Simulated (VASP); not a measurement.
Output of a VASP run:

OSZICAR:
```
       N       E                     dE             d eps       ncg     rms          rms(c)
DAV:   1     0.279513709599E+03    0.27951E+03   -0.18633E+04  2650   0.177E+03
DAV:   2    -0.712449042719E+01   -0.28664E+03   -0.27894E+03  2784   0.389E+02
DAV:   3    -0.446366976800E+02   -0.37512E+02   -0.36423E+02  3152   0.118E+02
DAV:   4    -0.461204574886E+02   -0.14838E+01   -0.14755E+01  3380   0.228E+01
DAV:   5    -0.461477854909E+02   -0.27328E-01   -0.27267E-01  3534   0.293E+00    0.832E+00
DAV:   6    -0.446740550471E+02    0.14737E+01   -0.33876E+00  3148   0.140E+01    0.435E+00
DAV:   7    -0.444562555547E+02    0.21780E+00   -0.91247E-01  3386   0.459E+00    0.151E+00
DAV:   8    -0.444406588781E+02    0.15597E-01   -0.11111E-01  3282   0.192E+00    0.499E-01
DAV:   9    -0.444401246200E+02    0.53426E-03   -0.76366E-03  3100   0.641E-01    0.304E-01
DAV:  10    -0.444395376961E+02    0.58692E-03   -0.21577E-03  3250   0.226E-01    0.911E-02
DAV:  11    -0.444396797149E+02   -0.14202E-03   -0.42879E-04  3192   0.120E-01    0.334E-02
DAV:  12    -0.444397018849E+02   -0.22170E-04   -0.24857E-05  3374   0.315E-02    0.187E-02
DAV:  13    -0.444397178560E+02   -0.15971E-04   -0.17786E-05  3184   0.279E-02    0.507E-03
DAV:  14    -0.444397246547E+02   -0.67986E-05   -0.19673E-06  3312   0.901E-03    0.393E-03
DAV:  15    -0.444397244820E+02    0.17265E-06   -0.27885E-07  2772   0.274E-03    0.226E-03
DAV:  16    -0.444397232369E+02    0.12451E-05   -0.16091E-07  2156   0.224E-03    0.832E-04
DAV:  17    -0.444397234481E+02   -0.21127E-06   -0.49251E-08  1560   0.128E-03    0.829E-04
DAV:  18    -0.444397237244E+02   -0.27631E-06   -0.81127E-09  1518   0.746E-04    0.409E-04
DAV:  19    -0.444397239660E+02   -0.24155E-06   -0.52028E-09  1512   0.489E-04    0.146E-04
DAV:  20    -0.444397238763E+02    0.89654E-07   -0.17262E-09  1508   0.354E-04
   1 F= -.44439724E+02 E0= -.44439724E+02  d E =0.000000E+00
```

### OUTCAR
```
------------------------ aborting loop because EDIFF is reached ----------------------------------------
  FORCE on cell =-STRESS in cart. coord.  units (eV):
  Direction    XX          YY          ZZ          XY          YZ          ZX
  --------------------------------------------------------------------------------------
  Total        0.0587245      0.0587245      0.0587245     -0.0681173      0.0681173      0.0681173
  in kB        0.7516742      0.7516742      0.7516742     -0.8719023      0.8719023      0.8719023
  external PRESSURE =       0.7516742 kB  Pullay stress =       0.0000000 kB
  volume of cell :      125.17
      direct lattice vectors                 reciprocal lattice vectors
     0.000000000  2.483870438  2.483870438    -0.199919027  0.202678462  0.199919027
     2.483870438  0.000000000  2.483870438     0.202678462 -0.199919027  0.199919027
    10.074538220 10.074538220 -0.139056469     0.049289898  0.049289898 -0.049289898
 POSITION                                       TOTAL-FORCE (eV/Angst)
 -----------------------------------------------------------------------------------
     10.04700     10.04700     -0.11152         0.047084      0.047084     -0.047084
      1.43595      1.43595      1.04792        -0.050661     -0.050661      0.050661
      3.83440      3.83440      1.13334         0.000127      0.000127     -0.000127
      6.24025      6.24025      1.21136         0.006610      0.006610     -0.006610
      8.64644      8.64644      1.28904         0.015359      0.015359     -0.015359
      5.11080      5.11080      4.82468        -0.005589     -0.005589      0.005589
      5.03171      5.03171     -0.06397        -0.007500     -0.007500      0.007500
      7.43797      7.43797      0.01364        -0.005431     -0.005431      0.005431
 -----------------------------------------------------------------------------------
    total drift:                               -0.000073     -0.000073      0.000075
  FREE ENERGIE OF THE ION-ELECTRON SYSTEM (eV)
  ---------------------------------------------------
  free  energy   TOTEN  =       -44.4397238763 eV

  energy  without entropy=      -44.4397238763  energy(sigma->0) =      -44.43972388

 total charge

# of ion       s       p       d       tot
------------------------------------------
    1        0.896   0.990  10.026  11.913
    2        1.195   1.734   0.061   2.990
    3        1.181   1.606   0.076   2.863
    4        1.180   1.606   0.076   2.862
    5        1.186   1.590   0.061   2.838
    6        0.647   1.080   0.000   1.727
    7        0.647   1.095   0.000   1.743
    8        0.647   1.085   0.000   1.732
--------------------------------------------------
tot          7.581  10.786  10.301  28.667

 Electric field gradients after diagonalization (V/A^2)
 (convention: |V_zz| > |V_xx| > |V_yy|)
----------------------------------------------------------------------
 ion       V_xx      V_yy      V_zz     asymmetry (V_yy - V_xx)/ V_zz
----------------------------------------------------------------------
   1     -10.761   -10.759    21.520       0.000
   2     -54.050   -54.050   108.100       0.000
   3      10.273    10.272   -20.545       0.000
   4      12.402    12.401   -24.802       0.000
   5       2.725     2.725    -5.450       0.000
   6      -0.175    -0.175     0.351       0.000
   7       1.738     1.738    -3.476       0.000
   8       1.796     1.796    -3.592       0.000
```
(Selected blocks of OUTCAR.)

### POSCAR
```
GaAs4B3
1
    0.0000000000     2.4838704380     2.4838704380
    2.4838704380     0.0000000000     2.4838704380
   10.0745382205    10.0745382205    -0.1390564687
Ga As B
1 4 3
Direct
  0.0054294023   0.0054294023   0.9959279483
  0.2134614331   0.2134614331   0.0899039251
  0.2371563793   0.2371563793   0.3221327156
  0.2593943271   0.2593943271   0.5554542547
  0.2815637862   0.2815637862   0.7888271604
  0.9786476491   0.9786476491   0.2660142632
  0.0010956379   0.0010956379   0.4991782716
  0.0232513852   0.0232513852   0.7325614612
```

Q: Write an INCAR and KPOINTS that could have produced this output.

A: This is not unique; one that fits is the input of the run itself, PBEsol GGA, plane waves, VASP's PBE PAW potentials (set 64).

INCAR:
```
SYSTEM = GaAs4B3
PREC = Accurate
ENCUT = 520
EDIFF = 1E-7
NELM = 100
ALGO = Normal
LREAL = .FALSE.
LASPH = .TRUE.
ISMEAR = -5
GGA = PS
LMAXMIX = 4
LWAVE = .FALSE.
LCHARG = .TRUE.
LORBIT = 11
NEDOS = 601
ISIF = 2
LEFG = .TRUE.
```

KPOINTS:
```
Automatic
0
Gamma
  12 12 3
```

POTCAR, in this order: Ga_d As B (PBE.64 set). Program: vasp_std.

For a metal the tetrahedron method with Blöchl corrections gives inexact stress and forces.

The structure was generated: GaAs4B3 was put into an ordered model structure (R3m), which need not be its known phase. It was relaxed first.
